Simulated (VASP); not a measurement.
Runs of VASP 6.6.1 on MnS. The structure is cubic, space group Fm-3m (No. 225). Conventional cell: a = 5.224 Å, b = 5.224 Å, c = 5.224 Å, α = 90.00°, β = 90.00°, γ = 90.00°. Mn (site symmetry m-3m) is surrounded by 6 S at 2.61 Å. S (site symmetry m-3m) is surrounded by 6 Mn at 2.61 Å. 

| level | spin | U | fixed moment (μB) | gap on the mesh (eV) | pressure (GPa) | moment (μB) |
| --- | --- | --- | --- | --- | --- | --- |
| PBE+U | non-collinear, random start, SOC | Mn d U = 3 eV | - | - | 2.7 | 5.00 |
| PBE+U | collinear, ferromagnetic start | Mn d U = 3 eV | 2 | - | -8.9 | 2.00 |
| PBE | collinear, ferromagnetic start | - | - | none | -4.0 | 4.68 |
| PBE+U | collinear, random start | Mn d U = 3 eV | - | (a) | 2.7 | 5.00 |
| PBE | collinear, ferromagnetic start | - | 4 | - | -10.2 | 4.00 |
| PBE | collinear, random start | - | - | none | -4.0 | 4.69 |

Alike in all rows: task single point; potentials or basis VASP PAW PBE potentials, release 64 (Mn_pv, S); cell as given; k mesh 6 × 6 × 6; cutoff (eV) 520; smearing gaussian 0.05 eV.

**Question.** Fill in the values left out.

**Answer.** (a) 0.25.

Caveats: a cell with one magnetic atom can't hold antiferromagnetic order, which such compounds often take; the total moment is fixed, so each spin has its own Fermi level (some runs); semilocal functionals often make such compounds metallic where correlation or magnetic order opens a gap, which also shifts bond lengths (some runs); the moment is held away from its start (some runs).

A k mesh can miss the band edges.

A gap of «none» marks a metal or a gap under the smearing width.
